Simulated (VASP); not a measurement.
VASP ran on this input.

KPOINTS:
```
Automatic mesh
0
Gamma
7 7 7
0 0 0
```

### INCAR
```
ALGO=Normal
EDIFF=1E-6
EDIFFG=-0.01
ENCUT=480
GGA=PE
IBRION=2
ISIF=3
ISMEAR=0
LASPH=.True.
LCHARG=.False.
LMAXMIX=4
LREAL=.False.
LWAVE=.False.
NELM=100
NSW=60
PREC=Accurate
SIGMA=0.05
SYSTEM=CdS
```

POSCAR:
```
CdS
1
   -0.0000000000     2.9669070821     2.9669070821
    2.9669070821     0.0000000000     2.9669070821
    2.9669070821     2.9669070821    -0.0000000000
Cd S
1 1
Direct
  0.0000000000   0.0000000000   0.0000000000
  0.7500000000   0.7500000000   0.7500000000
```

POTCAR, in this order: Cd S (PBE.64 set). Program: vasp_std.

Q: Translate this PBE calculation to Ansatz.

A: One equivalent input (not run):
Ansatz 0.2 input:
```yaml
crystal:
  lattice:
    - [0.0000000, 2.9669071, 2.9669071]
    - [2.9669071, 0.0000000, 2.9669071]
    - [2.9669071, 2.9669071, 0.0000000]
  atoms:
    - { symbol: Cd, position: [0.0000000, 0.0000000, 0.0000000] }
    - { symbol: S, position: [0.7500000, 0.7500000, 0.7500000] }
kpoints:
  mp_grid: { grid: [7, 7, 7] }
hamiltonian:
  xc: pbe
  pseudopotentials: { kind: paw }
scf:
  occupations: { method: gaussian, width: 0.05 }
  max_iter: 100
relax:
  max_steps: 60
  f_tol: 0.01
  cell: {}
output: { forces: true, stress: true, eigenvalues: true }
```
What does not carry over: each code has its own PAW files, so the cut-off isn't converted (ENCUT is set for VASP's; basis.ecutwfc is left out, and Ansatz then takes the one that its files recommend); Ansatz stops its SCF on the density residual and VASP on the energy change (EDIFF).

The compound is CdS in the zinc blende structure, a metastable form; wurtzite is the usual one. This run relaxes it. Symmetry was kept, so distortions that lower it aren't found. The start is the result of an earlier pass.
